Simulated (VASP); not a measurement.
Input:

```xyz
1
Lattice="0.0000 1.7841 1.7841 1.7841 0.0000 1.7841 1.7841 1.7841 0.0000" Properties=species:S:1:pos:R:3 pbc="T T T"
Cu     0.0000     0.0000     0.0000
```

The numbers are results of PBE GGA with D3 dispersion (Becke-Johnson damping), VASP's PBE PAW potentials (set 64) (plane waves; VASP), not measurements. Settings: 520 eV cut-off, Gaussian smearing of 0.050 eV, potentials Cu.

Q: Give the energies of bands 1 to 7 at the high-symmetry points, in eV from the Fermi level.

A: 
```tsv
band	Γ	X	U	L	W
1	-9.70	-5.16	-4.55	-5.35	-4.39
2	-3.20	-4.68	-4.30	-3.23	-3.74
3	-3.20	-1.74	-2.93	-3.23	-3.74
4	-3.20	-1.57	-2.19	-1.72	-2.37
5	-2.32	-1.57	-1.78	-1.72	-1.57
6	-2.32	1.42	4.38	-1.17	6.31
7	22.86	7.34	5.83	3.91	6.31
```

It has no gap at this level: it comes out as a metal or semimetal.

The compound is Cu in the fcc structure. It was relaxed first.
